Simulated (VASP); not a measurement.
Level of theory: PBEsol GGA, VASP's PBE PAW potentials (set 64) (plane waves; VASP 6.6.1).

Input for VASP

File POSCAR:
```
GaAs
1.0
  0.0000000000   2.8426282910   2.8426282910
  2.8426282910   0.0000000000   2.8426282910
  2.8426282910   2.8426282910   0.0000000000
Ga As
1 1
Cart
  0.0000000000   0.0000000000   0.0000000000
  1.4213141455   1.4213141455   1.4213141455
```

INCAR:
```
! general
SYSTEM  = GaAs
PREC    = Accurate
ENCUT   = 480
LREAL   = F
LASPH   = T

! electronic loop
EDIFF   = 1E-7
NELM    = 100
ALGO    = Normal
LMAXMIX = 4

! smearing
ISMEAR  = 0
SIGMA   = 0.05

! functional
GGA     = PS

! ions
IBRION  = 2
NSW     = 30
ISIF    = 2
EDIFFG  = -0.01

! output
LWAVE   = F
LCHARG  = F
```

File KPOINTS:
```
Automatic mesh
0
Gamma
8 8 8
0 0 0
```

POTCAR, in this order: Ga_d As (PBE.64 set). Program: vasp_std.

**Question.** What will the output report for the number of irreducible k-points (NKPTS), number of bands (NBANDS), largest plane-wave count, number of space-group operations, FFT grid (NGX, NGY, NGZ)?

**Answer.** 
```json
{
 "number of irreducible k-points (NKPTS)": "29",
 "number of bands (NBANDS)": "13",
 "largest_plane_wave_count": "1121",
 "number_of_space_group_operations": "24",
 "FFT grid (NGX, NGY, NGZ)": "30 × 30 × 30"
}
```

The compound is GaAs in the zinc blende structure. This cell was strained or had an atom moved on purpose.
